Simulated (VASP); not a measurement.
Input:

```xyz
2
Lattice="0.0000 2.2210 2.2210 2.2210 0.0000 2.2210 2.2210 2.2210 0.0000" Properties=species:S:1:pos:R:3 pbc="T T T"
Si     0.0000     0.0000     0.0000
C      1.1105     1.1105     1.1105
```

Computed with revTPSS meta-GGA, VASP's PBE PAW potentials (set 64) (plane waves; VASP). Settings: 520 eV cut-off, 10×10×10 Γ-centred mesh, Gaussian smearing of 0.050 eV, potentials Si C.

Task: Give the stress tensor in GPa (positive for a compressed cell).

Result: 
```
-11.53    0.00    0.00
  0.00  -11.53    0.00
  0.00    0.00  -11.53
```
The pressure is its mean diagonal, -11.53 GPa.

The compound is SiC in the zinc blende structure. This cell is one point of a volume scan, at 1.06 of the reference volume.
